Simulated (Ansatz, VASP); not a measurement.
Given: the input of a run of VASP 6.6.1 on Ba2Tl5V3O12. The cell comes from a database or a generator and needn't be the stable form of this composition.

Contents of INCAR:

```
PREC = Accurate ; ENCUT = 520
EDIFF = 1E-7 ; ISMEAR = -1
SIGMA = 0.05 ; LREAL = F
LASPH = T ; NELM = 100
ALGO = Normal ; ISIF = 2
LWAVE = F ; LCHARG = F
ISPIN = 2 ; MAGMOM = 0 0 2 2 2 0 0 0 0 0 0 0 0 0 0 0 0 0 0 0 0 0
LORBIT = 11 ; LMAXMIX = 4
GGA = PE ; NBANDS = 119
KPAR = 4
```

The input KPOINTS:

```
Automatic mesh
0
Gamma
  4 4 4
```

POSCAR

```
Ba2Tl5V3O12
1.0
    8.1542100000      0.0000000000      0.0000000000
   -4.0771100000      7.0617600000      0.0000000000
    0.0000000000      0.0000000000      6.9212800000
Ba V Tl O
2 3 5 12
Direct
    0.0000000000      0.0000000000      0.2355200000
    0.0000000000      0.0000000000      0.7644800000
    0.5000000000      0.0000000000      0.0000000000
    0.0000000000      0.5000000000      0.0000000000
    0.5000000000      0.5000000000      0.0000000000
    0.5000000000      0.0000000000      0.5000000000
    0.0000000000      0.5000000000      0.5000000000
    0.5000000000      0.5000000000      0.5000000000
    0.3333300000      0.6666700000      0.2248900000
    0.6666700000      0.3333300000      0.7751100000
    0.3389000000      0.3433400000      0.8144400000
    0.6566600000      0.9955600000      0.8144400000
    0.0044400000      0.6611000000      0.8144400000
    0.3433400000      0.3389000000      0.1855600000
    0.9955600000      0.6566600000      0.1855600000
    0.6611000000      0.0044400000      0.1855600000
    0.6611000000      0.6566600000      0.1855600000
    0.3433400000      0.0044400000      0.1855600000
    0.9955600000      0.3389000000      0.1855600000
    0.6566600000      0.6611000000      0.8144400000
    0.0044400000      0.3433400000      0.8144400000
    0.3389000000      0.9955600000      0.8144400000
```

Potentials or basis: VASP PAW PBE potentials, release 64 (Ba_sv, V_sv, Tl_d, O).

The run is started by

```bash
$ cat potpaw_PBE.64/Ba_sv/POTCAR potpaw_PBE.64/V_sv/POTCAR potpaw_PBE.64/Tl_d/POTCAR potpaw_PBE.64/O/POTCAR > POTCAR
$ mpirun -np 4 vasp_std > vasp.out
```

Task: What does the same run look like in Ansatz 0.2.0? Potentials or basis there: all-electron LAPW, scalar-relativistic.

Result: As run (cutoffs and basis follow the program's own potentials, and thresholds, step limits or extra output files can differ):

Contents of input.yaml:

```yaml
crystal:
  lattice:
    - [8.15421, 0.0, 0.0]
    - [-4.07711, 7.06176, 0.0]
    - [0.0, 0.0, 6.92128]
  atoms:
    - { symbol: Ba, position: [0.0, 0.0, 0.23552] }
    - { symbol: Ba, position: [0.0, 0.0, 0.76448] }
    - { symbol: V, position: [0.5, 0.0, 0.0], spin: 2.0 }
    - { symbol: V, position: [0.0, 0.5, 0.0], spin: 2.0 }
    - { symbol: V, position: [0.5, 0.5, 0.0], spin: 2.0 }
    - { symbol: Tl, position: [0.5, 0.0, 0.5] }
    - { symbol: Tl, position: [0.0, 0.5, 0.5] }
    - { symbol: Tl, position: [0.5, 0.5, 0.5] }
    - { symbol: Tl, position: [0.33333, 0.66667, 0.22489] }
    - { symbol: Tl, position: [0.66667, 0.33333, 0.77511] }
    - { symbol: O, position: [0.3389, 0.34334, 0.81444] }
    - { symbol: O, position: [0.65666, 0.99556, 0.81444] }
    - { symbol: O, position: [0.00444, 0.6611, 0.81444] }
    - { symbol: O, position: [0.34334, 0.3389, 0.18556] }
    - { symbol: O, position: [0.99556, 0.65666, 0.18556] }
    - { symbol: O, position: [0.6611, 0.00444, 0.18556] }
    - { symbol: O, position: [0.6611, 0.65666, 0.18556] }
    - { symbol: O, position: [0.34334, 0.00444, 0.18556] }
    - { symbol: O, position: [0.99556, 0.3389, 0.18556] }
    - { symbol: O, position: [0.65666, 0.6611, 0.81444] }
    - { symbol: O, position: [0.00444, 0.34334, 0.81444] }
    - { symbol: O, position: [0.3389, 0.99556, 0.81444] }
kpoints:
  mp_grid: { grid: [4, 4, 4] }
scf:
  occupations: { method: fermi_dirac, width: 0.05 }
hamiltonian:
  xc: pbe
  pseudopotentials: { kind: all_electron, lapw: { basis_error: 0.003 } }
magnetization:
  spin_polarized: true
output:
  forces: true
  stress: true
  eigenvalues: true
  populations: true
```

Potentials or basis: all-electron LAPW, scalar-relativistic.

Launch:

```console
$ ansatz run input.yaml --threads 8 --pin off --max-ram 30720MiB --backend cpu --events-out ev --progress --plain --runs-dir out
```

Both were run:

|  | VASP | Ansatz |
| --- | --- | --- |
| Pressure | 0.7 GPa | 0.2 GPa |
| Net moment | 0.00 μB per cell | 0.00 μB per cell |

Where Ansatz's input types no cutoff or centring, it takes its own default and a Γ-centred mesh.

The magnetic state is the one that the start led to; the real crystal's order can differ.

Pressure is positive in compression.
